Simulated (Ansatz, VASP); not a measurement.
# Cross-check of Si (amorphous Si) between VASP and Ansatz

One calculation is typed for both programs; each brings its own data sets. How far apart do they land? Of the first pair: The structure shown is the start of the Ansatz relaxation below; VASP solves that cell, so the two are compared at the walk's first step.

Calculated with Ansatz 0.2.0; plane waves, with VASP 6.6.1 beside it; single point at LDA.

### Step 1. The structure

The cell holds 132 atoms: 132 Si. Its edges and angles: a = 13.966 Å, b = 13.966 Å, c = 13.966 Å, α = 90.0°, β = 90.0°, γ = 90.0°. As first built, before any earlier steps moved the atoms (in the runner's words): 132 atoms (132 Si) placed at random at 2.26 g/cm^3, melted at 2500 K for 20 ps at fixed volume with the modified Tersoff potential (Kumagai, Izumi, Hara and Sakai, Comput. Mater. Sci. 39, 457 (2007)). Quenched from 2500 K to 300 K at 20 K/ps and fixed volume, held 5 ps. The density is a measured one.

### Step 2. Ansatz: relaxation, LDA

Ansatz runs on its default PAW (the set named soft_2) files.

The two programs are compared at the cell with which this relaxation starts, whose forces are those of its first step.

input.yaml

```yaml
crystal:
  lattice:
    - [13.9657, 0.0, 0.0]
    - [0.0, 13.9657, 0.0]
    - [0.0, 0.0, 13.9657]
  atoms:
    - { symbol: Si, position: [0.10027, 0.18563, 0.34602] }
    - { symbol: Si, position: [0.10183, 0.00131, 0.80799] }
    - { symbol: Si, position: [0.18934, 0.13949, 0.12572] }
    - { symbol: Si, position: [0.22392, 0.30982, 0.13403] }
    - { symbol: Si, position: [0.63759, 0.77422, 0.16738] }
    - { symbol: Si, position: [0.70201, 0.07499, 0.07649] }
    - { symbol: Si, position: [0.79285, 0.83523, 0.208] }
    - { symbol: Si, position: [0.71664, 0.80622, 0.77277] }
    - { symbol: Si, position: [0.90517, 0.71504, 0.90413] }
    - { symbol: Si, position: [0.84672, 0.15491, 0.67917] }
    - { symbol: Si, position: [0.70536, 0.08808, 0.90211] }
    - { symbol: Si, position: [0.2578, 0.14578, 0.59168] }
    - { symbol: Si, position: [0.3517, 0.61308, 0.59642] }
    - { symbol: Si, position: [0.97591, 0.47501, 0.83446] }
    - { symbol: Si, position: [0.60333, 0.50805, 0.13682] }
    - { symbol: Si, position: [0.9836, 0.99255, 0.50279] }
    - { symbol: Si, position: [0.24551, 0.15188, 0.93453] }
    - { symbol: Si, position: [0.4449, 0.19723, 0.40643] }
    - { symbol: Si, position: [0.37652, 0.89543, 0.60937] }
    - { symbol: Si, position: [0.02977, 0.84031, 0.20432] }
    - { symbol: Si, position: [0.26606, 0.31321, 0.56694] }
    - { symbol: Si, position: [0.92016, 0.71641, 0.54814] }
    - { symbol: Si, position: [0.05936, 0.74881, 0.84086] }
    - { symbol: Si, position: [0.95944, 0.11263, 0.04186] }
    - { symbol: Si, position: [0.1647, 0.793, 0.95782] }
    - { symbol: Si, position: [0.8427, 0.9948, 0.10433] }
    - { symbol: Si, position: [0.99706, 0.2594, 0.48756] }
    - { symbol: Si, position: [0.22905, 0.64877, 0.01989] }
    - { symbol: Si, position: [0.44811, 0.92894, 0.45151] }
    - { symbol: Si, position: [0.96428, 0.86185, 0.61484] }
[... 96 atom lines left out ...]
    - { symbol: Si, position: [0.23578, 0.53527, 0.70118] }
    - { symbol: Si, position: [0.51317, 0.86394, 0.22531] }
    - { symbol: Si, position: [0.08858, 0.39281, 0.07175] }
    - { symbol: Si, position: [0.63748, 0.01561, 0.76756] }
    - { symbol: Si, position: [0.85621, 0.13524, 0.84292] }
    - { symbol: Si, position: [0.26984, 0.36982, 0.72658] }
kpoints:
  mp_grid: { grid: [1, 1, 1] }
hamiltonian:
  xc: lda
scf:
  occupations: { method: gaussian, width: 0.05 }
output:
  forces: true
relax:
  f_tol: 0.05
  max_steps: 150
  cell: {}
```

Run with:

```
> ansatz run input.yaml --threads 4 --pin off --max-ram 8192MiB --backend cpu --events-out ev --progress --plain --runs-dir out
```

Numbers of over 12 decimals in the logs are rounded to 6 here.

The program printed:

```text
Engine: ansatz 0.2.0, aarch64-unknown-linux-gnu
Pseudopotentials: kind: paw
Pseudopotential: Si, paw, valence charge 4, recommended cutoff 420 eV (normal), Si.paw.azcp
Functional definition: SPW92
  exchange = slater_x
  correlation = pw_c
Crystal: 132 atoms, lattice volume = 2723.881 Å³
Basis set: ecut = 420 eV, 52971 PW (Γ)
Bands: 396, of which v1, the nominal top of the filled ones, is band 264 counted from 1 (263 counted from 0)
Symmetry: 1 space group operations
Space group: P1 (ITA 1), of the structure as read, at distance tolerance 1.4e-4 Å
k-points: 1
Non-local potential: Si, projectors of the file, l = 0: 2, l = 1: 2, l = 2: 2
PAW form: soft (Blöchl's): semilocal exchange-correlation on the pseudo side does not see the compensation charge
PAW frozen core: Si, regenerated for the run's functional, and the local potential with it (the file was generated under x = pbe(κ = 0.804, μ = 0.219515), c = pbe(β = 0.066725))
PAW one-centre angular grid: Si, 110 points (default); XC on 64 Gauss nodes
Initial density: superposition of atomic densities (neutral atoms: chi_scale 0, normalization atom), corrected by the library's trained network
Initial wavefunctions: pseudopotential atomic-orbital guess
Functional: x = slater, c = lda
SCF iter   1: F=—  HF=-80307.685303 eV  |F-HF|=—  |Δ(HF+E_count)|=         —  Δρ=4.82e-3  dr2=1.29e0  ethr=1.77e-3  ⟨swp⟩=6.0  Hψ=1833  notcnv=0  defer=63
preconditioner: auto → Resta (q_TF=auto, 2.076 Å⁻¹)  ε∞=5.8  [insulator: Δε(μ)=0.103 eV  Ē_g=7.464 eV  σ=0.050 eV  W_gap=0.86  n_scr=436 (ndim 8)  ℏωp=16.3 eV  f_vac=0.001  D(μ)=15.62/eV (n_scr^D=56)  ε∞_Penn≈5.8]
SCF iter   2: F=—  HF=-80307.497979 eV  |F-HF|=—  |Δ(HF+E_count)|=   1.87e-1  Δρ=2.58e-3  dr2=2.55e-1  ethr=2.45e-4  ⟨swp⟩=2.0  Hψ=463  notcnv=0  defer=78
SCF iter   3: F=—  HF=-80307.442773 eV  |F-HF|=—  |Δ(HF+E_count)|=   5.52e-2  Δρ=4.26e-4  dr2=1.04e-2  ethr=4.82e-5  ⟨swp⟩=3.0  Hψ=633  notcnv=0  defer=78
SCF iter   4: F=—  HF=-80307.441827 eV  |F-HF|=—  |Δ(HF+E_count)|=   9.46e-4  Δρ=1.28e-4  dr2=1.82e-3  ethr=1.96e-6  ⟨swp⟩=3.0  Hψ=483  notcnv=0  defer=78
SCF iter   5: F=—  HF=-80307.441760 eV  |F-HF|=—  |Δ(HF+E_count)|=   6.74e-5  Δρ=3.85e-5  dr2=1.66e-4  ethr=3.46e-7  ⟨swp⟩=3.0  Hψ=433  notcnv=0  defer=78
SCF iter   6: F=—  HF=-80307.441707 eV  |F-HF|=—  |Δ(HF+E_count)|=   5.23e-5  Δρ=1.40e-5  dr2=2.28e-5  ethr=3.15e-8  ⟨swp⟩=3.0  Hψ=473  notcnv=0  defer=78
SCF iter   7: F=—  HF=-80307.442239 eV  |F-HF|=—  |Δ(HF+E_count)|=   5.31e-4  Δρ=6.31e-6  dr2=6.99e-6  ethr=4.32e-9  ⟨swp⟩=2.0  Hψ=398  notcnv=0  defer=121
SCF iter   8: F=—  HF=-80307.442238 eV  |F-HF|=—  |Δ(HF+E_count)|=   2.91e-7  Δρ=1.50e-6  dr2=2.20e-7  ethr=1.32e-9  ⟨swp⟩=2.0  Hψ=284  notcnv=0  defer=121
SCF iter   9: F=-80307.442238 eV  HF=-80307.442238 eV  |F-HF|=9.42e-9  |Δ(HF+E_count)|=   1.32e-8  Δρ=4.90e-7  dr2=2.45e-8  ethr=1.89e-11  ⟨swp⟩=4.0  Hψ=982  notcnv=0
SCF 1 converged in 9 iterations: F = -80307.442238 eV  dr2 = 2.45e-8
  greatest PAW one-centre occupation: 0.671 electrons in one spin orbital (limit 2), on the Si atom at site 45 (counted from 0), in its partial waves of l = 0
relax step   1: F+E_penalty+E_count = -80307.44223825 eV  Δ(F+E_penalty+E_count) = +0.000e0 eV  max|allowed force component| = 2.086e0 eV/Å  Δτ_max = 0.0000 Å  P = -3.618 GPa  Ω = 2723.881 Å³  (9 SCF iters, dr2 threshold 1.00e-7 eV, accepted)
Crystal: 132 atoms, lattice volume = 2618.794 Å³
Basis set: ecut = 420 eV, 51149 PW (Γ)
Initial density: handed on by an earlier stage of this run
Initial wavefunctions: those handed on with the density
iter 1 solved again at ethr=2.72e-4 eV; its pass at ethr=3.10e-3 eV (dr2=1.44e0 eV) is discarded
SCF iter   1: F=—  HF=-80313.410201 eV  |F-HF|=—  |Δ(HF+E_count)|=         —  Δρ=6.57e-3  dr2=1.48e0  ethr=2.72e-4  ⟨swp⟩=8.0  Hψ=2014  notcnv=0
preconditioner: auto → Resta (q_TF=auto, 2.089 Å⁻¹)  ε∞=5.8  [insulator: Δε(μ)=0.165 eV  Ē_g=7.637 eV  σ=0.050 eV  W_gap=0.98  n_scr=408 (ndim 8)  ℏωp=16.7 eV  f_vac=0.000  D(μ)=3.79/eV (n_scr^D=6)  ε∞_Penn≈5.8]
SCF iter   2: F=—  HF=-80313.129327 eV  |F-HF|=—  |Δ(HF+E_count)|=   2.81e-1  Δρ=3.51e-3  dr2=3.46e-1  ethr=2.72e-4  ⟨swp⟩=1.0  Hψ=456  notcnv=0  defer=3
SCF iter   3: F=—  HF=-80313.043687 eV  |F-HF|=—  |Δ(HF+E_count)|=   8.56e-2  Δρ=4.10e-4  dr2=7.71e-3  ethr=6.56e-5  ⟨swp⟩=3.0  Hψ=539  notcnv=0  defer=4
SCF iter   4: F=—  HF=-80313.043694 eV  |F-HF|=—  |Δ(HF+E_count)|=   6.80e-6  Δρ=1.23e-4  dr2=1.47e-3  ethr=1.46e-6  ⟨swp⟩=3.0  Hψ=582  notcnv=0  defer=4
SCF iter   5: F=—  HF=-80313.043644 eV  |F-HF|=—  |Δ(HF+E_count)|=   4.96e-5  Δρ=4.37e-5  dr2=2.51e-4  ethr=2.79e-7  ⟨swp⟩=2.0  Hψ=398  notcnv=0  defer=121
SCF iter   6: F=—  HF=-80313.043644 eV  |F-HF|=—  |Δ(HF+E_count)|=   7.45e-7  Δρ=1.44e-5  dr2=2.51e-5  ethr=4.75e-8  ⟨swp⟩=3.0  Hψ=460  notcnv=0  defer=121
[...]
- { symbol: Si, position: [0.982194, 0.253784, 0.477831] }
    - { symbol: Si, position: [0.233148, 0.662788, 0.033127] }
    - { symbol: Si, position: [0.448212, 0.940246, 0.458902] }
    - { symbol: Si, position: [0.960658, 0.865129, 0.620596] }
    - { symbol: Si, position: [0.981588, 0.137412, 0.599813] }
    - { symbol: Si, position: [0.914220, 0.249700, 0.954105] }
    - { symbol: Si, position: [0.856620, 0.037848, 0.401294] }
    - { symbol: Si, position: [0.861839, 0.737359, 0.315653] }
    - { symbol: Si, position: [0.958655, 0.621240, 0.044252] }
    - { symbol: Si, position: [0.276649, 0.587055, 0.893310] }
    - { symbol: Si, position: [0.795816, 0.790251, 0.464860] }
    - { symbol: Si, position: [0.306028, 0.045575, 0.210354] }
    - { symbol: Si, position: [0.037574, 0.702249, 0.319738] }
    - { symbol: Si, position: [0.576979, 0.454757, 0.573948] }
    - { symbol: Si, position: [0.656421, 0.267044, 0.888451] }
    - { symbol: Si, position: [0.107880, 0.372986, 0.487602] }
    - { symbol: Si, position: [0.024577, 0.125733, 0.227097] }
    - { symbol: Si, position: [0.403093, 0.462879, 0.338186] }
    - { symbol: Si, position: [0.613833, 0.616941, 0.781249] }
    - { symbol: Si, position: [0.937357, 0.771950, 0.102350] }
    - { symbol: Si, position: [0.929800, 0.989132, 0.254618] }
    - { symbol: Si, position: [0.225532, 0.710240, 0.506850] }
    - { symbol: Si, position: [0.454518, 0.805215, 0.366517] }
    - { symbol: Si, position: [0.479853, 0.568535, 0.024954] }
[...]
- { symbol: Si, position: [0.379982, 0.456749, 0.950176] }
    - { symbol: Si, position: [0.749187, 0.470997, 0.043227] }
    - { symbol: Si, position: [0.225183, 0.531839, 0.675154] }
    - { symbol: Si, position: [0.538041, 0.867592, 0.232901] }
    - { symbol: Si, position: [0.096738, 0.390939, 0.068485] }
    - { symbol: Si, position: [0.634913, 0.012642, 0.791125] }
    - { symbol: Si, position: [0.864359, 0.129105, 0.851306] }
    - { symbol: Si, position: [0.277779, 0.373386, 0.715448] }
```

### Step 3. VASP: single point, LDA, start cell, pair 1

The same cell, functional (in two slightly different forms), mesh and smearing now go to VASP, with its own data sets.

Lines of VASP's logs that name or quote its potential files are left out, and so is its time.

INCAR

```
SYSTEM = Si
PREC = Accurate
ENCUT = 400
EDIFF = 1E-06
NELM = 120
ISMEAR = 0
SIGMA = 0.05
LREAL = Auto
ALGO = Normal
GGA = CA
NBANDS = 356
LORBIT = 11
LWAVE = .FALSE.
LCHARG = .FALSE.
ISIF = 2
LASPH = .TRUE.
GGA_COMPAT = .FALSE.
EFERMI = MIDGAP
```

POSCAR

```
Si
1.0
   13.9657000000      0.0000000000      0.0000000000
    0.0000000000     13.9657000000      0.0000000000
    0.0000000000      0.0000000000     13.9657000000
Si
132
Direct
    0.1002670829      0.1856333732      0.3460191756
    0.1018280502      0.0013103532      0.8079867103
    0.1893424605      0.1394917548      0.1257223054
    0.2239200327      0.3098233529      0.1340283695
    0.6375906686      0.7742182633      0.1673815133
    0.7020127885      0.0749908705      0.0764873941
    0.7928496244      0.8352320328      0.2080024632
    0.7166414859      0.8062180915      0.7727718625
    0.9051676608      0.7150375563      0.9041294028
    0.8467173146      0.1549080963      0.6791711121
    0.7053566953      0.0880800819      0.9021101699
    0.2578030460      0.1457785861      0.5916781830
    0.3516973728      0.6130806189      0.5964183679
    0.9759124140      0.4750066234      0.8344587096
    0.6033281540      0.5080518699      0.1368209256
    0.9836026837      0.9925531839      0.5027889758
    0.2455086390      0.1518792470      0.9345324617
    0.4448971409      0.1972332214      0.4064314714
    0.3765224801      0.8954295166      0.6093715317
    0.0297729437      0.8403087565      0.2043220175
    0.2660589874      0.3132102222      0.5669390006
    0.9201615386      0.7164123531      0.5481429502
    0.0593597170      0.7488131637      0.8408601073
    0.9594434937      0.1126330939      0.0418596991
    0.1647035236      0.7929999928      0.9578180829
    0.8427003301      0.9948015495      0.1043270298
    0.9970570755      0.2593998153      0.4875588048
    0.2290468791      0.6487680532      0.0198915915
    0.4481121605      0.9289401892      0.4515133506
    0.9642767638      0.8618472400      0.6148420774
[... 96 atom lines left out ...]
    0.2357776553      0.5352685508      0.7011821821
    0.5131715560      0.8639380769      0.2253091503
    0.0885813099      0.3928123904      0.0717472092
    0.6374832626      0.0156096723      0.7675590912
    0.8562120051      0.1352384771      0.8429223025
    0.2698396786      0.3698203456      0.7265801213
```

KPOINTS

```
Automatic mesh
0
Gamma
1 1 1
0 0 0
```

Potentials, in the order of the species: Si (LDA family, release 64).

Run with:

```
> export OMP_NUM_THREADS=3
> mpirun -np 1 vasp_gam
```

The program printed:

```text
[banner, memory and clock lines left out]
running    1 mpi-ranks, on    1 nodes
[...]
Offloading initialized ...    1 GPUs detected
[...]
LDA part: xc-table for (Slater(with rela. corr.)+CA(PZ))
 , standard interpolation
 POSCAR, INCAR and KPOINTS ok, starting setup
[...]
entering main loop
       N       E                     dE             d eps       ncg     rms          rms(c)
DAV:   1     0.221093986910E+04    0.22109E+04   -0.19551E+05   712   0.106E+03
DAV:   2    -0.471278863311E+03   -0.26822E+04   -0.25139E+04   896   0.198E+02
DAV:   3    -0.759514877997E+03   -0.28824E+03   -0.27892E+03   896   0.579E+01
DAV:   4    -0.769371143437E+03   -0.98563E+01   -0.97278E+01   880   0.127E+01
[...]
DAV:  15    -0.752572636456E+03    0.24911E-05   -0.63435E-05   856   0.147E-02    0.180E-02
DAV:  16    -0.752572635087E+03    0.13689E-05   -0.18001E-05   832   0.665E-03    0.122E-02
DAV:  17    -0.752572635341E+03   -0.25422E-06   -0.61435E-06   824   0.310E-03
   1 F= -.75257264E+03 E0= -.75255571E+03  d E =-.338580E-01
```

Parts of OUTCAR (step 3):

```text
  FREE ENERGIE OF THE ION-ELECTRON SYSTEM (eV)
  ---------------------------------------------------
  free  energy   TOTEN  =      -752.5726353412 eV

  energy  without entropy=     -752.5387772993  energy(sigma->0) =     -752.55570632
```

The run ends at a pressure of -3.60 GPa, with forces up to 2.1 eV/Å.

### Step 4. Differences

Known differences besides the potentials themselves: the two LDA forms differ slightly; the cutoff is 420 eV in Ansatz and 400 eV in VASP (PREC = Accurate, projectors in real space); VASP's log shows a relativistic correction to its local exchange, Ansatz's none. Total energies have different zeros and are not compared.

Forces on 10 of the 132 atoms, those with the largest forces and the largest differences (eV/Å; atoms numbered as in POSCAR):

```csv
atom,"Ansatz x, y, z","VASP x, y, z"
Si15,"-1.279, -0.196, -0.995","-1.278, -0.195, -1.000"
Si20,"-0.110, 1.062, -0.614","-0.104, 1.065, -0.606"
Si25,"1.128, 0.169, 0.976","1.129, 0.170, 0.978"
Si42,"-0.862, 0.384, -0.868","-0.864, 0.386, -0.874"
Si46,"-0.114, -0.467, -0.560","-0.116, -0.471, -0.570"
Si49,"-0.552, 1.641, -0.191","-0.555, 1.642, -0.188"
Si65,"-0.052, -1.693, -0.666","-0.050, -1.695, -0.664"
Si99,"-2.086, 0.112, 0.094","-2.093, 0.110, 0.094"
Si107,"0.337, 0.566, -1.250","0.337, 0.564, -1.249"
Si128,"-0.112, 0.211, 0.299","-0.111, 0.219, 0.301"
```

The forces differ by 2.5 meV/Å r.m.s., which is 0.5 % of the r.m.s. force of 0.459 eV/Å (both taken over all components).

(Part 1 of 2 ends here.)

[Lines on the potential files, build, host, timing and source positions are cut from VASP's logs without a mark.]

[Logs are printed without paths, hosts, clocks, repeated set-up lines and the standing remarks that a program may print on its own settings, such as how far it seeks lower states.]

[Hosts, paths, dates, database ids (printed as entryN), source tags and the programs' standing remarks are cut or masked in the printed files.]
